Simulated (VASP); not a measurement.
# SnSe2: GW quasiparticle gap, part 2 of 5

How does the gap of SnSe2 change from the starting functional to GW? The cell is of the CdI2 type, one of the forms listed for this formula. The start is a cell from a database of measured crystal structures.

VASP 6.6.1, plane waves and PAW; the level of theory is named at each step.

So far. Step 2 (Relaxation): At LDA, with these data sets, the largest force is down to 0.0095 eV/Å.

## (3) Ground state

This step: LDA; plane waves and PAW (Sn_d_GW, Se_GW) (VASP 6.6.1).

The orbitals come from a self-consistent LDA run with a tight EDIFF and a narrow smearing. KPOINTS_OPT adds the bands along a path, which shows whether the mesh holds the band edges.

File INCAR:

```
SYSTEM = SnSe2
PREC = Accurate
ENCUT = 300
EDIFF = 1E-08
NELM = 100
ISMEAR = 0
SIGMA = 0.01
LREAL = .FALSE.
ALGO = Normal
GGA = CA
NBANDS = 19
LORBIT = 11
LWAVE = .TRUE.
LCHARG = .FALSE.
KPAR = 4
```

File POSCAR:

```
SnSe2
1.0
    3.8110000000      0.0000000000      0.0000000000
   -1.9055000000      3.3004228138      0.0000000000
    0.0000000000      0.0000000000      6.1360000000
Sn Se
1 2
Direct
    0.0000000000      0.0000000000      0.0000000000
    0.6666666667      0.3333333333      0.7425351585
    0.3333333333      0.6666666667      0.2574648415
```

File KPOINTS:

```
Automatic mesh
0
Gamma
6 6 4
0 0 0
```

File KPOINTS_OPT:

```
Line mode
12
Line-mode
Reciprocal
  0.00000000   0.00000000   0.00000000 GAMMA
  0.50000000   0.00000000   0.00000000 M

  0.50000000   0.00000000   0.00000000 M
  0.33333333   0.33333333   0.00000000 K

  0.33333333   0.33333333   0.00000000 K
  0.00000000   0.00000000   0.00000000 GAMMA

  0.00000000   0.00000000   0.00000000 GAMMA
  0.00000000   0.00000000   0.50000000 A

  0.00000000   0.00000000   0.50000000 A
  0.50000000   0.00000000   0.50000000 L

  0.50000000   0.00000000   0.50000000 L
  0.33333333   0.33333333   0.50000000 H

  0.33333333   0.33333333   0.50000000 H
  0.00000000   0.00000000   0.50000000 A

  0.50000000   0.00000000   0.50000000 L
  0.50000000   0.00000000   0.00000000 M

  0.33333333   0.33333333   0.00000000 K
  0.33333333   0.33333333   0.50000000 H
```

Potentials, in the order of the species: Sn_d_GW and Se_GW (LDA family, release 64).

The run is started by

```
$ mpirun -np 4 vasp_std
```

What it wrote:

```text
[banner, memory and clock lines left out]
running    4 mpi-ranks, on    1 nodes
 distrk:  each k-point on    1 cores,    4 groups
 distr:  one band on    1 cores,    1 groups

 POSCAR found type information on POSCAR SnSe
 POSCAR found :  2 types and       3 ions
 LDA part: xc-table for (Slater(with rela. corr.)+CA(PZ))
 , standard interpolation
 POSCAR, INCAR and KPOINTS ok, starting setup
 FFT: planning ... GRIDC
 FFT: planning ... GRID_SOFT
 FFT: planning ... GRID
 WAVECAR not read
 entering main loop
       N       E                     dE             d eps       ncg     rms          rms(c)
DAV:   1     0.153264134069E+03    0.15326E+03   -0.83957E+03  1257   0.359E+03
DAV:   2    -0.177229638018E+00   -0.15344E+03   -0.14811E+03  1549   0.693E+02
DAV:   3    -0.137562045477E+02   -0.13579E+02   -0.13510E+02  1452   0.112E+02
DAV:   4    -0.140450153073E+02   -0.28881E+00   -0.28834E+00  1377   0.135E+01
DAV:   5    -0.140656706704E+02   -0.20655E-01   -0.20652E-01  1613   0.382E+00    0.701E+00
DAV:   6    -0.137958663347E+02    0.26980E+00   -0.51550E-01  1472   0.215E+01    0.430E+00
DAV:   7    -0.137598059854E+02    0.36060E-01   -0.16021E-01  1256   0.462E+00    0.139E+00
DAV:   8    -0.137569543334E+02    0.28517E-02   -0.14513E-02  1250   0.310E+00    0.118E-01
DAV:   9    -0.137566902962E+02    0.26404E-03   -0.25341E-03  1242   0.102E+00    0.347E-02
DAV:  10    -0.137567050704E+02   -0.14774E-04   -0.23371E-04  1434   0.113E-01    0.127E-02
DAV:  11    -0.137567034564E+02    0.16140E-05   -0.14598E-05  1090   0.329E-02    0.630E-03
DAV:  12    -0.137567036222E+02   -0.16581E-06   -0.14929E-06  1175   0.168E-02    0.142E-03
DAV:  13    -0.137567036003E+02    0.21858E-07   -0.16605E-07  1422   0.645E-03    0.591E-04
DAV:  14    -0.137567036052E+02   -0.48904E-08   -0.17665E-08  1032   0.100E-03
   1 F= -.13756704E+02 E0= -.13756704E+02  d E =-.174204E-28
 Start KPOINTS_OPT (optional k-point list driver)
k-point batch [1-24\108]
       N       E                     dE             ncg
DAV:   1    -0.121636048266E+04   -0.12985E+05     1245
DAV:   2    -0.469482341840E+04   -0.34785E+04     1557
DAV:   3    -0.500445501319E+04   -0.30963E+03     1468
DAV:   4    -0.501118744568E+04   -0.67324E+01     1376
DAV:   5    -0.501172715321E+04   -0.53971E+00     1574
DAV:   6    -0.501173020922E+04   -0.30560E-02     1362
DAV:   7    -0.501173027089E+04   -0.61664E-04     1514
DAV:   8    -0.501173027119E+04   -0.30473E-06     1287
DAV:   9    -0.501173027120E+04   -0.93669E-08     1104
[...]
k-point batch [97-108\108]
       N       E                     dE             ncg
DAV:   1     0.748797088259E+04   -0.90753E+04      601
DAV:   2     0.571404162682E+04   -0.17739E+04      744
DAV:   3     0.554476402449E+04   -0.16928E+03      738
DAV:   4     0.554120210511E+04   -0.35619E+01      728
DAV:   5     0.554101763880E+04   -0.18447E+00      776
DAV:   6     0.554101560157E+04   -0.20372E-02      741
DAV:   7     0.554101559324E+04   -0.83333E-05      698
DAV:   8     0.554101559311E+04   -0.12895E-06      711
DAV:   9     0.554101559311E+04   -0.28112E-08      504
 writing wavefunctions
```

The job ended after 16 s (4 MPI ranks of AMD EPYC 7R43, shared host; peak memory 0.51 GiB).

Parts of OUTCAR (step 3):

```text
The static configuration has the point symmetry D_3d.

 Found     24 irreducible k-points:

   dimension x,y,z NGX =    24 NGY =   24 NGZ =   36
   dimension x,y,z NGXF=    48 NGYF=   48 NGZF=   72

   ENCUT  =  300.0 eV  22.05 Ry    4.70 a.u.   5.38  5.38  8.67*2*pi/ulx,y,z

   NELECT =      26.0000    total number of electrons

 E-fermi :   3.3288

 k-point     1 :       0.0000    0.0000    0.0000
  band No.  band energies     occupation
    ...
      9       2.7155      2.00000
     10       2.7155      2.00000
     11       2.9782      2.00000
     12       2.9782      2.00000
     13       3.2114      2.00000
     14       4.1054      0.00000
     15       6.2234      0.00000
     16       7.8551      0.00000
     17       7.8551      0.00000
     18      11.3395      0.00000
    ...

 k-point     2 :       0.1667   -0.0000    0.0000
  band No.  band energies     occupation
    ...
      9       0.6583      2.00000
     10       1.7235      2.00000
     11       1.8983      2.00000
     12       3.2420      2.00000
     13       3.2515      2.00000
     14       5.4292      0.00000
     15       6.8569      0.00000
     16       7.9377      0.00000
     17       8.2554      0.00000
     18      10.4060      0.00000
    ...

  Total       -0.5931887     -0.5931887     -0.7370201      0.0000000      0.0000000     -0.0000000
  in kB      -12.3142955    -12.3142955    -15.3001612      0.0000000      0.0000000     -0.0000000
  external PRESSURE =     -13.3095840 kB  Pullay stress =       0.0000000 kB

  energy-cutoff  :      300.00
  volume of cell :       77.18
      direct lattice vectors                 reciprocal lattice vectors
     3.811000000  0.000000000  0.000000000     0.262398321  0.151495741  0.000000000
    -1.905500000  3.300422814  0.000000000     0.000000000  0.302991482  0.000000000
     0.000000000  0.000000000  6.136000000     0.000000000  0.000000000  0.162972621

 POSITION                                       TOTAL-FORCE (eV/Angst)
 -----------------------------------------------------------------------------------
      0.00000      0.00000      0.00000         0.000000      0.000000      0.000000
      1.90550      1.10014      4.55620         0.000000     -0.000000      0.018682
     -0.00000      2.20028      1.57980        -0.000000      0.000000     -0.018682
 -----------------------------------------------------------------------------------
    total drift:                                0.000000      0.000000      0.000000

  FREE ENERGIE OF THE ION-ELECTRON SYSTEM (eV)
  ---------------------------------------------------
  free  energy   TOTEN  =       -13.7567036052 eV

  energy  without entropy=      -13.7567036052  energy(sigma->0) =      -13.75670361

 total charge
# of ion       s       p       d       f       tot
--------------------------------------------------
    1        1.027   0.988  10.179   0.036  12.229
    2        1.483   2.264   0.028   0.000   3.775
    3        1.483   2.264   0.028   0.000   3.775
--------------------------------------------------
tot          3.994   5.515  10.236   0.036  19.780

[... 4 parts as in an earlier step ...]

[... 6 further parts left out ...]
```

Numbers from this step:

```
free energy (TOTEN)               : -13.76 eV
Fermi energy                      : 3.329 eV
pressure                          : -1.331 GPa
least gap on mesh and path        : 0.4742 eV
least direct gap on mesh and path : 0.8940 eV
```

The highest empty bands on the path are converged less tightly, to about 0.1 eV. Electronic bands along the path, in eV, zero at the valence-band top; v1 is the highest filled band, c1 the lowest empty one:

| point | v4 | v3 | v2 | v1 | c1 | c2 | c3 | c4 |
| --- | --- | --- | --- | --- | --- | --- | --- | --- |
| Γ | -0.63 | -0.37 | -0.37 | -0.13 | 0.76 | 2.88 | 4.51 | 4.51 |
| 0.55 of the way | -2.62 | -2.02 | -0.40 | -0.14 | 1.68 | 3.71 | 5.14 | 5.51 |
| M | -3.10 | -2.59 | -1.48 | -0.30 | 1.07 | 3.51 | 5.08 | 5.11 |
| 0.45 of the way | -3.16 | -3.01 | -1.47 | -1.24 | 1.25 | 4.80 | 5.03 | 6.02 |
| K | -3.65 | -3.34 | -1.76 | -1.76 | 0.96 | 6.21 | 6.21 | 6.94 |
| 0.45 of the way | -3.57 | -1.60 | -1.48 | -0.34 | 1.82 | 4.97 | 4.98 | 5.53 |
| Γ | -0.63 | -0.37 | -0.37 | -0.13 | 0.76 | 2.88 | 4.51 | 4.51 |
| 0.45 of the way | -0.69 | -0.69 | -0.27 | -0.27 | 1.67 | 2.87 | 4.38 | 4.38 |
| A | -0.75 | -0.75 | -0.17 | -0.17 | 2.38 | 2.77 | 4.21 | 4.21 |
| 0.45 of the way | -1.88 | -1.61 | -1.51 | -0.43 | 1.59 | 4.30 | 5.31 | 5.57 |
| L | -2.37 | -2.07 | -0.97 | -0.78 | 0.58 | 3.90 | 4.51 | 5.68 |
| 0.45 of the way | -3.42 | -2.73 | -0.68 | -0.53 | 1.36 | 4.15 | 5.06 | 5.27 |
| H | -4.25 | -3.79 | -0.42 | -0.42 | 2.23 | 4.25 | 4.25 | 5.77 |
| 0.55 of the way | -2.54 | -1.93 | -1.07 | -0.82 | 2.02 | 4.26 | 5.55 | 5.62 |
| A | -0.75 | -0.75 | -0.17 | -0.17 | 2.38 | 2.77 | 4.21 | 4.21 |
| jump to L | -2.37 | -2.07 | -0.97 | -0.78 | 0.58 | 3.90 | 4.51 | 5.68 |
| 0.45 of the way | -2.62 | -2.48 | -0.91 | -0.57 | 0.53 | 3.82 | 5.20 | 5.59 |
| M | -3.10 | -2.59 | -1.48 | -0.30 | 1.07 | 3.51 | 5.08 | 5.11 |
| jump to K | -3.65 | -3.34 | -1.76 | -1.76 | 0.96 | 6.21 | 6.21 | 6.95 |
| 0.45 of the way | -3.96 | -3.55 | -1.18 | -1.18 | 1.45 | 5.30 | 5.30 | 6.48 |
| H | -4.25 | -3.79 | -0.42 | -0.42 | 2.23 | 4.25 | 4.25 | 5.77 |

Of the projections kept (Sn, Se), the largest for each band there; the rest of the weight can lie on other orbitals:

| point | v4 | v3 | v2 | v1 | c1 | c2 | c3 | c4 |
| --- | --- | --- | --- | --- | --- | --- | --- | --- |
| Γ | Se 0.77 | Se 0.91 | Se 0.91 | Se 0.85 | Se 0.54 | Sn 0.57 | Sn 0.72 | Sn 0.72 |
| M | Se 0.76 | Se 0.68 | Se 0.83 | Se 0.92 | Se 0.57 | Sn 0.58 | Sn 0.61 | Se 0.65 |
| K | Se 0.68 | Se 0.64 | Se 0.91 | Se 0.91 | Se 0.54 | Se 0.59 | Se 0.60 | Sn 0.51 |
| Γ | Se 0.77 | Se 0.91 | Se 0.91 | Se 0.85 | Se 0.54 | Sn 0.57 | Sn 0.72 | Sn 0.72 |
| A | Se 0.79 | Se 0.79 | Se 0.91 | Se 0.91 | Se 0.57 | Sn 0.64 | Sn 0.75 | Sn 0.75 |
| L | Se 0.66 | Se 0.72 | Se 0.87 | Se 0.92 | Se 0.56 | Se 0.64 | Sn 0.64 | Sn 0.52 |

The electronic bands as a text plot (rows in eV, shown from -7.5 to 4.2 only):

```
    4.0 |                  ++        +  +++++   ++   +  +++
    3.5 | ++++++++                  +                 +    ++
    3.0 |+                   +++++++                   ++
    2.5 |                         +++                 +++
    2.0 |  ++            ++++    +   +       +++++++++         ++
    1.5 | +  +          +       +     ++                      +
    1.0 |+    ++++++++++     + +        +   +              +++
    0.6 |                     +          +++             ++
    0.1 |*****            *****   **                    *
   -0.4 |*  ******      **  ****** *****    ******   ***  ***   *
   -0.9 |**   *   *       ****  *****   *****    ***** ****    *
   -1.4 | **   ****** ** **     *   *****             *    ** *
   -1.9 |   **      *****   *    *   ******         **       *
   -2.4 |  ** ***           *     ****  *****     ***********
   -2.9 |    *   ***   *   *               *     * * *    ***
   -3.3 |   * ***  ****  **           *     ***   * *        **
   -3.8 |    *      ******             *     * *** *         ****
   -4.3 |     ******                    *     *****        **  **
   -4.8 |                                *****           **
   -5.3 |                         ***                 ***
   -5.8 |                       **   **              *
   -6.3 |*****            ******       *           **
   -6.8 |     *         **              *         *
   -7.2 |      *********                 *********       ********
         Γ      M    K        Γ   A       L    H       A|L M|K  H
```

The cell has a gap of 0.474 eV on mesh and path. Spin-orbit coupling is left out, which can shift or reorder these edges.

## (4) Empty bands

ALGO = Exact makes the empty bands from the converged ground state in one step. LOPTICS writes the k-derivatives of the orbitals (WAVEDER), which give the long-wavelength limit of the screening.

File INCAR:

```
SYSTEM = SnSe2
PREC = Accurate
ENCUT = 300
ISMEAR = 0
SIGMA = 0.01
LREAL = .FALSE.
GGA = CA
NBANDS = 128
ALGO = Exact
NELM = 1
LWAVE = .TRUE.
LCHARG = .FALSE.
LOPTICS = .TRUE.
NEDOS = 1000
CSHIFT = 0.1
```

POSCAR is that of step 3.

KPOINTS is that of step 3.

The run is started by

```
$ mpirun -np 4 vasp_std
```

What it wrote:

```text
[banner, memory and clock lines left out]
running    4 mpi-ranks, on    1 nodes
 distrk:  each k-point on    4 cores,    1 groups
 distr:  one band on    1 cores,    4 groups

 POSCAR found type information on POSCAR SnSe
 POSCAR found :  2 types and       3 ions
 LDA part: xc-table for (Slater(with rela. corr.)+CA(PZ))
 , standard interpolation
 found WAVECAR, reading the header
  number of bands has changed, file:    19 present:   128
  trying to continue reading WAVECAR, but it might fail
 POSCAR, INCAR and KPOINTS ok, starting setup
 FFT: planning ... GRIDC
 FFT: planning ... GRID_SOFT
 FFT: planning ... GRID
 reading WAVECAR
 random initialization beyond band           19
 the WAVECAR file was read successfully
 initial charge from wavefunction
 entering main loop
       N       E                     dE             d eps       ncg     rms          rms(c)
DIA:   1    -0.137567036056E+02   -0.13757E+02    0.00000E+00     0   0.000E+00
   1 F= -.13756704E+02 E0= -.13756704E+02  d E =-.893908E-22
 writing wavefunctions
 optical routines
 imaginary and real dielectric function
 recalculating local potential from charge density
 direction            1
 direction            2
 direction            3
```

It took 17 s on 4 MPI ranks; peak memory 0.91 GiB.

Parts of OUTCAR (step 4):

```text
The static configuration has the point symmetry D_3d.

 Found     24 irreducible k-points:

   k-points           NKPTS =     24   k-points in BZ     NKDIM =     24   number of bands    NBANDS=    128

   NELECT =      26.0000    total number of electrons

 E-fermi :   3.3179

 k-point     1 :       0.0000    0.0000    0.0000
  band No.  band energies     occupation
    ...
      9       2.7155      2.00000
     10       2.7155      2.00000
     11       2.9783      2.00000
     12       2.9783      2.00000
     13       3.2114      2.00000
     14       4.1055      0.00000
     15       6.2235      0.00000
     16       7.8552      0.00000
     17       7.8552      0.00000
     18      11.3394      0.00000
    ...

 k-point     2 :       0.1667   -0.0000    0.0000
  band No.  band energies     occupation
    ...
      9       0.6583      2.00000
     10       1.7235      2.00000
     11       1.8983      2.00000
     12       3.2420      2.00000
     13       3.2515      2.00000
     14       5.4293      0.00000
     15       6.8570      0.00000
     16       7.9377      0.00000
     17       8.2554      0.00000
     18      10.4060      0.00000
    ...

  Total       -0.5930335     -0.5930335     -0.7376640     -0.0000000      0.0000000      0.0000000
  in kB      -12.3110733    -12.3110733    -15.3135284     -0.0000000      0.0000000      0.0000000
  external PRESSURE =     -13.3118917 kB  Pullay stress =       0.0000000 kB

 POSITION                                       TOTAL-FORCE (eV/Angst)
 -----------------------------------------------------------------------------------
      0.00000      0.00000      0.00000        -0.000000      0.000000      0.000000
      1.90550      1.10014      4.55620        -0.000000     -0.000000      0.018666
     -0.00000      2.20028      1.57980         0.000000      0.000000     -0.018666
 -----------------------------------------------------------------------------------
    total drift:                                0.000000      0.000000      0.000000

  FREE ENERGIE OF THE ION-ELECTRON SYSTEM (eV)
  ---------------------------------------------------
  free  energy   TOTEN  =       -13.7567036056 eV

  energy  without entropy=      -13.7567036056  energy(sigma->0) =      -13.75670361

 plasma frequency squared (from intraband transitions) (eV^2)
  --------------------------------------------------------------------------------------
       0.000       0.000      -0.000
       0.000       0.000       0.000
      -0.000       0.000       0.000

[... 7 parts as in an earlier step ...]

[... 5 further parts left out ...]
```

The gap is read on the k-mesh alone, so it is an upper bound where the band edges lie off the mesh.

Numbers from this step:

| Quantity | Value |
| --- | --- |
| gap on the k-mesh | 0.6662 eV |
| least direct gap on the k-mesh | 0.8941 eV |

WAVECAR now holds 128 bands for 26 electrons. Its independent-particle dielectric tensor has xx, yy, zz = 16.9, 16.9, 16.3 on this mesh, which isn't tested for convergence in mesh or bands and lacks local fields.

(Part 2 of 5 ends here.)

[Lines on the potential files, build, host, timing and source positions are cut from VASP's logs without a mark.]

[Logs are printed without paths, hosts, clocks, repeated set-up lines and the standing remarks that a program may print on its own settings, such as how far it seeks lower states.]

[Hosts, paths, dates, database ids (printed as entryN), source tags and the programs' standing remarks are cut or masked in the printed files.]

[Pressures printed for these runs are not shown converged in the cutoff: they can be off by several GPa and have the wrong sign.]
